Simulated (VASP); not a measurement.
OSZICAR of a VASP run on BAs (zinc blende):

**OSZICAR**
```
       N       E                     dE             d eps       ncg     rms          rms(c)
DAV:   1     0.151424264764E+02    0.15142E+02   -0.39350E+03   560   0.894E+02
DAV:   2    -0.110977799548E+02   -0.26240E+02   -0.25426E+02   840   0.110E+02
DAV:   3    -0.114573520185E+02   -0.35957E+00   -0.35957E+00   648   0.173E+01
DAV:   4    -0.114578215704E+02   -0.46955E-03   -0.46955E-03   840   0.688E-01
DAV:   5    -0.114578217150E+02   -0.14462E-06   -0.14460E-06   656   0.947E-03    0.516E+00
DAV:   6    -0.108817461467E+02    0.57608E+00   -0.17833E+00   576   0.696E+00    0.260E+00
DAV:   7    -0.108238281406E+02    0.57918E-01   -0.23615E-01   792   0.289E+00    0.987E-01
DAV:   8    -0.108196428714E+02    0.41853E-02   -0.20198E-02   592   0.107E+00    0.120E-01
DAV:   9    -0.108201720428E+02   -0.52917E-03   -0.72895E-04   752   0.219E-01    0.667E-02
DAV:  10    -0.108204586813E+02   -0.28664E-03   -0.48577E-04   680   0.169E-01    0.184E-02
DAV:  11    -0.108204665890E+02   -0.79077E-05   -0.25563E-05   840   0.383E-02    0.141E-02
DAV:  12    -0.108204667192E+02   -0.13021E-06   -0.37519E-06   584   0.159E-02    0.302E-03
DAV:  13    -0.108204667402E+02   -0.20954E-07   -0.81157E-08   744   0.228E-03
   1 F= -.10820467E+02 E0= -.10820467E+02  d E =-.108995E-10
```

### Question
Which electronic solver shows in the log?

### Answer
It is blocked Davidson (ALGO = Normal, or the opening steps of other solvers). The INCAR had ALGO = Normal.

### Question
Can the final energy be trusted as converged?

### Answer
The calculation finished and met its thresholds. It stopped with EDIFF = 1E-7, NELM = 100 (revPBE GGA, plane waves, VASP's PBE PAW potentials (set 64)).

The compound is BAs in the zinc blende structure. This cell is one point of a volume scan, at 0.94 of the reference volume.
